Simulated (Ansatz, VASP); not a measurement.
# KTaO3 in two plane-wave programs

One calculation is typed for both programs; each brings its own data sets. How far apart do they land? The cell is taken from a series of runs on this material, whose earlier steps may have relaxed, scaled, displaced or heated it; both programs get it as it stands.

Calculated with Ansatz 0.2.0; plane waves, with VASP 6.6.1 beside it; zone-centre phonons at PBE.

## 1. Starting point

Symmetry: Pm-3m, No. 221, cubic system. Conventional cell: a = 3.969 Å, b = 3.969 Å, c = 3.969 Å, α = 90.00°, β = 90.00°, γ = 90.00°. Nearest to O lie 2 Ta at 1.98 Å and 4 K at 2.81 Å. Nearest to K lie 12 O at 2.81 Å. Ta has 6 O at 1.98 Å nearest. Farther neighbours and most contacts between anions are not listed.

Structure file:

```cif
data_structure
_symmetry_space_group_name_H-M 'Pm-3m'
_symmetry_Int_Tables_number 221
_cell_length_a 3.9688
_cell_length_b 3.9688
_cell_length_c 3.9688
_cell_angle_alpha 90.000
_cell_angle_beta 90.000
_cell_angle_gamma 90.000
_cell_volume 62.52
loop_
_atom_site_label
_atom_site_type_symbol
_atom_site_symmetry_multiplicity
_atom_site_Wyckoff_symbol
_atom_site_fract_x
_atom_site_fract_y
_atom_site_fract_z
_atom_site_occupancy
O1 O 3 d 0.50000 0.00000 0.00000 1
K1 K 1 b 0.50000 0.50000 0.50000 1
Ta1 Ta 1 a 0.00000 0.00000 0.00000 1
```

## 2. Ansatz: zone-centre phonons, PBE

Ansatz runs on its PAW soft_1 files.

Second derivatives magnify differences that forces hide, and they need a tight electronic threshold.

input.yaml

```yaml
crystal:
  lattice:
    - [3.9688255684, 0.0, 0.0]
    - [0.0, 3.9688255684, 0.0]
    - [0.0, 0.0, 3.9688255684]
  atoms:
    - { symbol: O, position: [0.5, 0.0, 0.0] }
    - { symbol: O, position: [0.0, 0.5, 0.0] }
    - { symbol: O, position: [0.0, 0.0, 0.5] }
    - { symbol: K, position: [0.5, 0.5, 0.5] }
    - { symbol: Ta, position: [0.0, 0.0, 0.0] }
kpoints:
  mp_grid: { grid: [8, 8, 8] }
hamiltonian:
  xc: pbe
  pseudopotentials: { kind: paw, azcp: { folder: soft_1 } }
scf:
  occupations: { method: fixed }
output:
  eigenvalues: true
phonons:
  method: dfpt
  dielectric: true
  rigid_motions: translations
```

Command:

```
$ ansatz run input.yaml --threads 4 --pin off --max-ram 16384MiB --backend cpu --events-out ev --progress --plain --runs-dir out
```

Numbers of over 12 decimals in the logs are rounded to 6 here.

The program printed:

```text
Engine: ansatz 0.2.0, x86_64-unknown-linux-gnu
Pseudopotentials: kind: paw
Pseudopotential: O, paw, valence charge 6, recommended cutoff 420 eV (normal), soft_1/O.paw.azcp
Pseudopotential: K, paw, valence charge 9, recommended cutoff 420 eV (normal), soft_1/K.paw.azcp
Pseudopotential: Ta, paw, valence charge 13, recommended cutoff 420 eV (normal), soft_1/Ta.paw.azcp
Functional definition: PBE
  parameter kappa = 0.804
  parameter beta = 0.066725
  exchange = pbe_x(kappa = kappa, mu = beta*pi^2/3)
  correlation = pbe_c(beta = beta)
Crystal: 5 atoms, lattice volume = 62.515 Å³
Basis set: ecut = 420 eV, 1213 PW (Γ), exchange–correlation on 54×54×54 points (8 copies of the dense FFT grid, shifted against one another)
Bands: 25, of which v1, the nominal top of the filled ones, is band 20 counted from 1 (19 counted from 0)
Symmetry: 48 space group operations
k-points: 170 of 512 (irreducible under 2 space group operations, time reversal used)
Non-local potential: O, projectors of the file, l = 0: 2, l = 1: 2, l = 2: 1
Non-local potential: K, projectors of the file, l = 0: 3, l = 1: 2, l = 2: 2
Non-local potential: Ta, projectors of the file, l = 0: 3, l = 1: 2, l = 2: 2, l = 3: 1
PAW form: soft (Blöchl's): semilocal exchange-correlation on the pseudo side does not see the compensation charge
PAW one-centre angular grid: O, 110 points (default); XC on 64 Gauss nodes
PAW one-centre angular grid: K, 110 points (default); XC on 64 Gauss nodes
PAW one-centre angular grid: Ta, 590 points (default); XC on 64 Gauss nodes
Initial density: superposition of atomic densities (chi_scale 0.1, normalization cell, long waves kept (reshape's long-wave potential 0.00 eV rms))
Initial wavefunctions: pseudopotential atomic-orbital guess
Functional: x = pbe(κ = 0.804, μ = 0.219515), c = pbe(β = 0.066725)
SCF iter   1: F=—  HF=-13179.669939 eV  |F-HF|=—  |Δ(HF+E_count)|=         —  Δρ=5.81e-2  dr2=2.07e0  ethr=3.10e-3  ⟨swp⟩=4.3  Hψ=18044  notcnv=0  defer=455
preconditioner: auto → Resta (q_TF=auto, 2.533 Å⁻¹)  ε∞=4.4  [insulator: Δε(μ)=2.812 eV  Ē_g=13.951 eV  n_scr=18 (ndim 8)  ℏωp=25.7 eV  f_vac=0.000  ε∞_Penn≈4.4]
SCF iter   2: F=—  HF=-13179.274809 eV  |F-HF|=—  |Δ(HF+E_count)|=   3.95e-1  Δρ=3.09e-2  dr2=4.95e-1  ethr=3.10e-3  ⟨swp⟩=2.0  Hψ=8137  notcnv=0  defer=392
SCF iter   3: F=—  HF=-13179.204075 eV  |F-HF|=—  |Δ(HF+E_count)|=   7.07e-2  Δρ=1.37e-2  dr2=1.11e-1  ethr=1.24e-3  ⟨swp⟩=2.0  Hψ=7239  notcnv=0  defer=414
SCF iter   4: F=—  HF=-13179.190098 eV  |F-HF|=—  |Δ(HF+E_count)|=   1.40e-2  Δρ=4.16e-3  dr2=6.90e-3  ethr=2.78e-4  ⟨swp⟩=2.0  Hψ=6824  notcnv=0  defer=464
SCF iter   5: F=—  HF=-13179.192426 eV  |F-HF|=—  |Δ(HF+E_count)|=   2.33e-3  Δρ=5.78e-4  dr2=1.73e-4  ethr=1.72e-5  ⟨swp⟩=2.1  Hψ=6477  notcnv=0  defer=490
SCF iter   6: F=—  HF=-13179.192623 eV  |F-HF|=—  |Δ(HF+E_count)|=   1.97e-4  Δρ=1.10e-4  dr2=6.99e-6  ethr=4.32e-7  ⟨swp⟩=2.0  Hψ=6677  notcnv=0  defer=442
SCF iter   7: F=—  HF=-13179.192628 eV  |F-HF|=—  |Δ(HF+E_count)|=   5.43e-6  Δρ=1.67e-5  dr2=1.93e-7  ethr=1.75e-8  ⟨swp⟩=2.5  Hψ=7244  notcnv=0  defer=285
SCF iter   8: F=—  HF=-13179.192628 eV  |F-HF|=—  |Δ(HF+E_count)|=   2.17e-7  Δρ=4.48e-6  dr2=1.60e-8  ethr=4.82e-10  ⟨swp⟩=2.0  Hψ=6489  notcnv=0  defer=215
SCF iter   9: F=—  HF=-13179.192628 eV  |F-HF|=—  |Δ(HF+E_count)|=   2.93e-8  Δρ=1.08e-6  dr2=5.72e-10  ethr=4.00e-11  ⟨swp⟩=2.0  Hψ=6615  notcnv=0  defer=215
SCF iter  10: F=-13179.192628 eV  HF=-13179.192628 eV  |F-HF|=7.28e-12  |Δ(HF+E_count)|=  6.71e-10  Δρ=1.04e-7  dr2=3.45e-12  ethr=1.00e-12  ⟨swp⟩=13.0  Hψ=26905  notcnv=0
SCF 1 converged in 10 iterations: F = -13179.192628 eV  dr2 = 3.45e-12
  greatest PAW one-centre occupation: 1.000 electrons in one spin orbital (limit 2), on the Ta atom at site 4 (counted from 0), in its partial waves of l = 0
DFPT response loops at Γ: preconditioner auto → none (the input reference at scf.mixing.eps_inf says where Resta's filter doesn't serve); β = 0.50; Broyden in place of MSR1
── the response to a field inside a basis, on 8×8×8 k-points: an SCF that follows is theirs, and a resumed run solves both again ──
Bands: 21, of which v1, the nominal top of the filled ones, is band 20 counted from 1 (19 counted from 0)
k-points: 20 of 512
Initial density: handed on by an earlier stage of this run
Initial wavefunctions: pseudopotential atomic-orbital guess (no wavefunctions were taken with the density)
Eigensolver: Dense (20 Hₖ)
SCF iter   1: F=—  HF=-13179.187987 eV  |F-HF|=—  |Δ(HF+E_count)|=         —  Δρ=3.02e-4  dr2=9.44e-6  ethr=1.00e-1
preconditioner: auto → Resta (q_TF=auto, 2.533 Å⁻¹)  ε∞=6.3  [insulator: Δε(μ)=2.539 eV  Ē_g=11.136 eV  n_scr=18 (ndim 8)  ℏωp=25.7 eV  f_vac=0.011  ε∞_Penn≈6.3]
SCF iter   2: F=—  HF=-13179.187991 eV  |F-HF|=—  |Δ(HF+E_count)|=   4.13e-6  Δρ=1.40e-4  dr2=2.76e-6  ethr=2.36e-8
SCF iter   3: F=—  HF=-13179.187993 eV  |F-HF|=—  |Δ(HF+E_count)|=   1.76e-6  Δρ=5.43e-5  dr2=3.40e-7  ethr=6.90e-9
SCF iter   4: F=-13179.187993 eV  HF=-13179.187993 eV  |F-HF|=4.91e-9  |Δ(HF+E_count)|=   2.64e-7  Δρ=4.59e-6  dr2=1.69e-8  ethr=8.50e-10
SCF 1 converged in 4 iterations: F = -13179.187993 eV  dr2 = 1.69e-8
DFPT response loops at Γ: mixed as the last ones told, above
SCF converged after 10 iterations
Free energy (F): -13179.192628 eV
Harris-Foulkes:  -13179.192628 eV  (|F-HF|=7.28e-12)
Internal energy: -13179.192628 eV  (E = F + TS)
E sigma→0 (E₀):  -13179.192628 eV
Fermi energy:    8.931331 eV
--- Per-component energies (eV) ---
  E_band       = -246.101243
  E_kinetic    = 1152.884072
  E_local      = -2197.311518  (includes V_loc(G=0)·N_el)
  E_nonlocal   = 161.215098
  E_hartree    = 787.391913
  E_xc         = -672.217680
  E_vxc        = -674.122529  (∫ρ·V_xc dr)
  E_paw        = -9575.975751  (= ΣΔE_a)
  E_vpaw       = -263.552681  (= ΣTr[D̂ρ^β])
  E_aug_tail   = 0.002499  (compensation charges beyond the density's cutoff)
  E_ewald      = -2835.181261
  E_smearing   = -0.000000  (= −TS)
  E_closure    = 0.000000  (closes the sum)
  Σ components = -13179.192628   (vs F -13179.192628, Δ=0.00e0)
--- Band table (eV; the first three rows and the last of 170) ---
  k-point 0: bands = [... 16 lower, 7.8498, 8.3136, 8.3136, 8.3136, 11.1957, 11.1957, 11.1957, 15.6863, ... 1 higher]
  k-point 1: bands = [... 16 lower, 7.7761, 7.8589, 8.2313, 8.2313, 11.2189, 11.6838, 11.6838, 15.9468, ... 1 higher]
  k-point 2: bands = [... 16 lower, 7.2455, 7.6067, 8.1516, 8.1516, 11.2762, 12.7086, 12.7086, 15.9629, ... 1 higher]
  k-point 169: bands = [... 16 lower, 4.9942, 8.9313, 8.9313, 8.9313, 15.5832, 15.5832, 15.5832, 17.8830, ... 1 higher]
--- Phonons (Γ-DFPT): 4 representative perturbations + reference, on 170 of 512 k-points (Σ response iterations 12) ---
  k mesh reduced under 2 symmetry operations, with k and −k counted as one. Each operation leaves every solved perturbation unchanged. A smaller set is not considered because the run solves the response to a homogeneous field
  ASR residual: 2.403e-3 → 0.000e0 eV/Å²; symmetrization residual: 4.312e-6 eV/Å²
  ASR residual per site (eV/Å²): 2.02e-3 2.02e-3 2.02e-3 3.77e-6 2.40e-3
  Γ frequencies (cm⁻¹): 0.00 0.00 0.00 103.74 103.74 103.74 195.08 195.08 195.08 254.42 254.42 254.42 557.61 557.61 557.61
  ε∞ (high-frequency dielectric tensor):
        5.303230    -0.000000     0.000000
       -0.000000     5.303230     0.000000
        0.000000     0.000000     5.303230
  ε⁰ (static dielectric tensor: ions relaxed, cell fixed):
      147.816641    -0.000000     0.000000
       -0.000000   147.816641     0.000000
        0.000000     0.000000   147.816641
  ε⁰ − ε∞ (ionic part):
      142.513411    -0.000000     0.000000
       -0.000000   142.513411     0.000000
        0.000000     0.000000   142.513411
  softest optical mode at Γ: 103.74 cm⁻¹; the repairs (sum rule, projections) moved no ω² at Γ by more than (5.96 cm⁻¹)²
  Born effective charges Z* (e; rows j = field, columns β = displacement):
    site 0:
        -6.49350   -0.00000   -0.00000
        -0.00000   -1.66377    0.00000
        -0.00000    0.00000   -1.66377
    site 1:
        -1.66377    0.00000    0.00000
         0.00000   -6.49350    0.00000
        -0.00000    0.00000   -1.66377
    site 2:
        -1.66377    0.00000    0.00000
        -0.00000   -1.66377    0.00000
         0.00000    0.00000   -6.49350
    site 3:
         1.15284    0.00000    0.00000
        -0.00000    1.15284    0.00000
        -0.00000    0.00000    1.15284
    site 4:
         8.66820    0.00000    0.00000
        -0.00000    8.66820    0.00000
        -0.00000    0.00000    8.66820
  Z* charge neutrality: 2.471e-3 e pre-enforcement
  solved inside a basis spanned on kpoints, on 8×8×8 k-points, its susceptibility summed on 12×12×12: ε∞ is read to err by 1.5e-2, Z* by 3.7e-2 e (field_mesh: kpoints solves on kpoints); Z* is corrected for what the basis lacks
  optical modes at Γ without the LO–TO term, one row a degenerate level:
      ω (cm⁻¹)  modes    IR ((D/Å)²/amu)
[...]
optical modes at Γ + LO–TO along q̂ = [1.0000, 0.0000, 0.0000]:
      ω (cm⁻¹)  modes    IR ((D/Å)²/amu)
[...]
optical modes at Γ + LO–TO along q̂ = [0.0000, 1.0000, 0.0000]:
      ω (cm⁻¹)  modes    IR ((D/Å)²/amu)
[...]
821.86      1            72.5711
  optical modes at Γ + LO–TO along q̂ = [0.0000, 0.0000, 1.0000]:
      ω (cm⁻¹)  modes    IR ((D/Å)²/amu)
        103.74      2            82.9498
        180.78      1             0.0619
        195.08      2            17.5619
        254.42      3             0.0000
        401.02      1             6.5179
        557.61      2            57.7899
        821.86      1            72.5711
```

In the SCF lines HF is the Harris–Foulkes energy and dr2 the Hartree energy of the density residual, in eV; the loop may stop once dr2 is under the threshold and the program's other checks hold. Hψ counts applications of the Hamiltonian.

(Continued in part 2 of 3.)

[Lines on the potential files, build, host, timing and source positions are cut from VASP's logs without a mark.]

[Logs are printed without paths, hosts, clocks, repeated set-up lines and the standing remarks that a program may print on its own settings, such as how far it seeks lower states.]

[Hosts, paths, dates, database ids (printed as entryN), source tags and the programs' standing remarks are cut or masked in the printed files.]
